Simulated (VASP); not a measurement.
Calculation: PBEsol GGA, VASP's PBE PAW potentials (set 64) (plane waves; VASP).

VASP ran on this input.

### POSCAR
```
InSe
1
    4.0096045516    -0.0000000000     0.0000000000
   -2.0048022758     3.4724192972     0.0000000000
   -0.0000000000    -0.0000000000    16.9159219636
In Se
4 4
Direct
  0.3333330000   0.6666670000   0.1679354678
  0.6666670000   0.3333330000   0.6679354678
  0.6666670000   0.3333330000   0.8320645322
  0.3333330000   0.6666670000   0.3320645322
  0.3333330000   0.6666670000   0.5923625202
  0.6666670000   0.3333330000   0.0923625202
  0.6666670000   0.3333330000   0.4076374798
  0.3333330000   0.6666670000   0.9076374798
```

### INCAR
```
SYSTEM=InSe
PREC=Accurate; ENCUT=400; LREAL=.FALSE.
LASPH=.TRUE.
EDIFF=1E-8; NELM=100; ALGO=Normal
LMAXMIX=4
ISMEAR=0; SIGMA=0.01
GGA=PS
IBRION=8; NSW=1
LWAVE=.FALSE.; LCHARG=.FALSE.
LEPSILON=.TRUE.
```

File KPOINTS:
```
Automatic mesh
0
Gamma
8 8 2
0 0 0
```

POTCAR, in this order: In_d Se (PBE.64 set). Program: vasp_std.

Question: What will the output report for the number of irreducible k-points (NKPTS), number of bands (NBANDS), largest plane-wave count, number of space-group operations, FFT grid (NGX, NGY, NGZ)?

Answer: 
```json
{
 "number of irreducible k-points (NKPTS)": "20",
 "number of bands (NBANDS)": "45",
 "largest_plane_wave_count": "4339",
 "number_of_space_group_operations": "24",
 "FFT grid (NGX, NGY, NGZ)": "28 × 28 × 112"
}
```

The structure was generated: InSe was put into the beta-GaS type (P6_3/mmc), a phase also known from measurement. It was relaxed first, which changed the volume by -16 %.
